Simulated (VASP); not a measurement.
An input for Quantum ESPRESSO's pw.x (written as the equivalent of a VASP run, and not itself run):

```
&CONTROL
  calculation = 'scf'
  pseudo_dir = './pseudo'
  outdir = './out'
  tprnfor = .true.
  tstress = .true.
/
&SYSTEM
  ibrav = 0
  nat = 2
  ntyp = 1
  ecutwfc = 84
  occupations = 'smearing'
  smearing = 'gaussian'
  degauss = 0.00735
  input_dft = 'pbe'
/
&ELECTRONS
  conv_thr = 7.3e-08
  electron_maxstep = 100
/
ATOMIC_SPECIES
  Mg 24.305 Mg.upf
CELL_PARAMETERS angstrom
     3.2116700    0.0000000    0.0000000
    -1.6058350    2.7813880    0.0000000
     0.0000000    0.0000000    5.2054650
ATOMIC_POSITIONS crystal
  Mg   0.3333330  0.6666670  0.2500000
  Mg   0.6666670  0.3333330  0.7500000
K_POINTS automatic
  12 12 7 0 0 0
```

Task: Translate this input to VASP (INCAR, KPOINTS, POSCAR, choice of POTCAR).

Result: One answer among several that fit: 
File KPOINTS:
```
Automatic mesh
0
Gamma
12 12 7
0 0 0
```

File POSCAR:
```
Mg
1
    3.2116700000     0.0000000000     0.0000000000
   -1.6058350000     2.7813880000     0.0000000000
    0.0000000000     0.0000000000     5.2054650000
Mg
2
Direct
  0.3333330000   0.6666670000   0.2500000000
  0.6666670000   0.3333330000   0.7500000000
```

INCAR:
```
SYSTEM = Mg
PREC = Accurate
ENCUT = 300
EDIFF = 1E-6
NELM = 100
ALGO = Normal
LREAL = .FALSE.
LASPH = .TRUE.
ISMEAR = 0
SIGMA = 0.1
GGA = PE
LWAVE = .FALSE.
LCHARG = .FALSE.
ISIF = 2
```

POTCAR, in this order: Mg (PBE.64 set). Program: vasp_std.

Limits of the translation: the potentials are each code's own (VASP's PAW set, PseudoDojo norm-conserving files in pw.x), so ENCUT and ecutwfc are chosen apart and not converted; conv_thr bounds pw.x's estimated SCF error, while EDIFF bounds the energy change between steps.

The structure comes from a computed database's Mg entry; how it stands against other phases isn't given here. The cell was not relaxed at this level.
